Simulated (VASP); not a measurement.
Input:

```
Sc
1.0
    1.64468    -2.84867     0.00000
    1.64468     2.84867     0.00000
    0.00000     0.00000     5.09986
Sc
2
Direct
  0.33333   0.66667   0.25000
  0.66667   0.33333   0.75000
```

All values below come from rev-vdW-DF2, VASP's PBE PAW potentials (set 64) (plane waves; VASP 6.6.1). Settings: 520 eV cut-off, Gaussian smearing of 0.050 eV, potentials Sc_sv.

Task: Give the energies of bands 9 to 14 at the high-symmetry points, in eV from the Fermi level.

Result: 
```tsv
band	Γ	M	K	A	L	H
9	-5.15	-1.63	-0.72	-3.56	-1.51	-0.42
10	-1.67	-1.09	-0.72	-3.56	-1.51	-0.42
11	0.77	-0.71	-0.61	1.00	0.08	-0.15
12	1.59	-0.32	-0.55	1.00	0.08	-0.15
13	1.59	1.32	1.04	1.50	1.35	0.30
14	1.89	1.35	1.04	1.50	1.35	0.30
```

It has no gap at this level: it comes out as a metal or semimetal.

The compound is Sc in the hcp structure. It was relaxed first.
